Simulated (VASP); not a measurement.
Input for VASP

**POSCAR**
```
Mg3Sb2
1
    2.3068021605    -3.9954987093     0.0000000000
    2.3068021605     3.9954987093     0.0000000000
    0.0000000000     0.0000000000     7.2535942718
Mg Sb
3 2
Direct
  0.0000000000   1.0000000000   1.0000000000
  0.3333330000   0.6666670000   0.6336455529
  0.6666670000   0.3333330000   0.3663544471
  0.3333330000   0.6666670000   0.2267015767
  0.6666670000   0.3333330000   0.7732984233
```

### INCAR
```
ALGO=Normal
PREC=Accurate
LMAXMIX=4   # l cut-off of mixed one-centre charges
EDIFF=1E-6   # SCF stop (eV)
LWAVE=.FALSE.
IBRION=2   # conjugate gradients
ENCUT=520   # plane-wave cut-off (eV)
EDIFFG=-0.02   # ionic stop
LREAL=.FALSE.   # projection in real space or not
ISIF=3   # ions, shape and volume
SYSTEM=Mg3Sb2
NSW=60   # most ionic steps
SIGMA=0.05
ISMEAR=0   # Gaussian
NELM=100   # most electronic steps
GGA=PE   # PBE
LASPH=.TRUE.   # aspherical one-centre terms
LCHARG=.FALSE.
```

**KPOINTS**
```
Automatic mesh
0
Gamma
5 5 3
0 0 0
```

POTCAR, in this order: Mg Sb (PBE.64 set). Program: vasp_std.

Question: Translate this PBE calculation to Ansatz.

Answer: One equivalent input (not run):
Ansatz 0.2 input:
```yaml
crystal:
  lattice:
    - [2.3068022, -3.9954987, 0.0000000]
    - [2.3068022, 3.9954987, 0.0000000]
    - [0.0000000, 0.0000000, 7.2535943]
  atoms:
    - { symbol: Mg, position: [0.0000000, 1.0000000, 1.0000000] }
    - { symbol: Mg, position: [0.3333330, 0.6666670, 0.6336456] }
    - { symbol: Mg, position: [0.6666670, 0.3333330, 0.3663544] }
    - { symbol: Sb, position: [0.3333330, 0.6666670, 0.2267016] }
    - { symbol: Sb, position: [0.6666670, 0.3333330, 0.7732984] }
kpoints:
  mp_grid: { grid: [5, 5, 3] }
hamiltonian:
  xc: pbe
  pseudopotentials: { kind: paw }
scf:
  occupations: { method: gaussian, width: 0.05 }
  max_iter: 100
relax:
  max_steps: 60
  f_tol: 0.02
  cell: {}
output: { forces: true, stress: true, eigenvalues: true }
```
What does not carry over: each code has its own PAW files, so the cut-off isn't converted (ENCUT is set for VASP's; basis.ecutwfc is left out, and Ansatz then takes the one that its files recommend); Ansatz stops its SCF on the density residual and VASP on the energy change (EDIFF).

The compound is Mg3Sb2 in the a-la2o3 structure. This run relaxes it. Symmetry was kept, so distortions that lower it aren't found. The start is the result of an earlier pass.
